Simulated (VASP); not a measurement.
Output of a VASP run:

OSZICAR:
```
       N       E                     dE             d eps       ncg     rms          rms(c)
DAV:   1     0.113301753617E+03    0.11330E+03   -0.84115E+03   764   0.147E+03
DAV:   2    -0.926302487492E+00   -0.11423E+03   -0.11116E+03   789   0.335E+02
DAV:   3    -0.849321959997E+01   -0.75669E+01   -0.75227E+01   979   0.897E+01
DAV:   4    -0.868361943291E+01   -0.19040E+00   -0.19030E+00   944   0.158E+01
DAV:   5    -0.869227449111E+01   -0.86551E-02   -0.86548E-02  1072   0.288E+00    0.645E+00
DAV:   6    -0.826894117324E+01    0.42333E+00   -0.76346E-01  1092   0.173E+01    0.391E+00
DAV:   7    -0.823172210421E+01    0.37219E-01   -0.24699E-01  1017   0.473E+00    0.136E+00
DAV:   8    -0.823145322390E+01    0.26888E-03   -0.22432E-02   976   0.231E+00    0.483E-01
DAV:   9    -0.823204563078E+01   -0.59241E-03   -0.23737E-03   963   0.844E-01    0.216E-01
DAV:  10    -0.823209575593E+01   -0.50125E-04   -0.25690E-04  1095   0.142E-01    0.160E-01
DAV:  11    -0.823213999433E+01   -0.44238E-04   -0.33531E-05   849   0.569E-02    0.411E-02
DAV:  12    -0.823215170874E+01   -0.11714E-04   -0.41861E-05   897   0.124E-01    0.287E-02
DAV:  13    -0.823215185751E+01   -0.14877E-06   -0.21363E-06   951   0.155E-02    0.245E-02
DAV:  14    -0.823215195460E+01   -0.97094E-07   -0.69320E-07   869   0.103E-02
   1 F= -.53211190E+01 E0= -.53211190E+01  d E =-.532112E+01
```

**OUTCAR**
```
------------------------ aborting loop because EDIFF is reached ----------------------------------------
  FORCE on cell =-STRESS in cart. coord.  units (eV):
  Direction    XX          YY          ZZ          XY          YZ          ZX
  --------------------------------------------------------------------------------------
  Total        2.9100142      2.9100142      2.9100142      0.0000000      0.0000000      0.0000000
  in kB       99.9650038     99.9650038     99.9650038      0.0000000      0.0000000      0.0000000
  external PRESSURE =      -0.0349962 kB  Pullay stress =     100.0000000 kB
  volume of cell :       46.64
      direct lattice vectors                 reciprocal lattice vectors
     0.000000000  2.856993408  2.856993408    -0.175009154  0.175009154  0.175009154
     2.856993408  0.000000000  2.856993408     0.175009154 -0.175009154  0.175009154
     2.856993408  2.856993408  0.000000000     0.175009154  0.175009154 -0.175009154
  FREE ENERGIE OF THE ION-ELECTRON SYSTEM (eV)
  ---------------------------------------------------
  free  energy   TOTEN  =        -8.2321519546 eV

  energy  without entropy=       -8.2321519546  energy(sigma->0) =       -8.23215195
  enthalpy is  TOTEN    =        -5.3211189589 eV   P V=        2.9110329957

 reached required accuracy - stopping structural energy minimisation
```
(Selected blocks of OUTCAR.)

File POSCAR:
```
InP
1
    0.0000000000     2.8569934076     2.8569934076
    2.8569934076     0.0000000000     2.8569934076
    2.8569934076     2.8569934076     0.0000000000
In P
1 1
Direct
  0.0000000000   0.0000000000   0.0000000000
  0.2500000000   0.2500000000   0.2500000000
```

Task: Write an INCAR and KPOINTS that could have produced this output.

Result: This is not unique; one that fits is the input of the run itself, PBE GGA, plane waves, VASP's PBE PAW potentials (set 64).

**KPOINTS**
```
K-points
0
Gamma
 8 8 8
0 0 0
```

### INCAR
```
! general
SYSTEM  = InP
PREC    = Accurate
ENCUT   = 480
LREAL   = .False.
LASPH   = .True.

! electronic loop
EDIFF   = 1E-7
NELM    = 100
ALGO    = Normal
LMAXMIX = 4

! smearing
ISMEAR  = 0
SIGMA   = 0.05

! functional
GGA     = PE

! ions
IBRION  = 2
NSW     = 40
ISIF    = 3
EDIFFG  = -0.01
PSTRESS = 100

! output
LWAVE   = .False.
LCHARG  = .False.
```

POTCAR, in this order: In_d P (PBE.64 set). Program: vasp_std.

The compound is InP in the zinc blende structure. It was relaxed first under an external pressure of 10 GPa.
